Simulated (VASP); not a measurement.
Data:

```xyz
4
Lattice="1.5861 -2.7472 0.0000 1.5861 2.7472 0.0000 0.0000 0.0000 5.0796" Properties=species:S:1:pos:R:3 pbc="T T T"
Al     1.5861    -0.9157     2.5398
Al     1.5861     0.9157     0.0000
N      1.5861    -0.9157     4.4802
N      1.5861     0.9157     1.9404
```

The numbers are results of PBE GGA, VASP's PBE PAW potentials (set 64) (plane waves; VASP), not measurements. Run with 520 eV cut-off, 6×6×4 Γ-centred mesh, Gaussian smearing of 0.050 eV, potentials Al N.

Q: Give the stress tensor in GPa (positive for a compressed cell).

A: 
```
-7.46   0.00   0.00
 0.00  -7.46   0.00
 0.00   0.00  -6.80
```
The pressure is its mean diagonal, -7.24 GPa.

The compound is AlN in the wurtzite structure. The cell was not relaxed at this level.
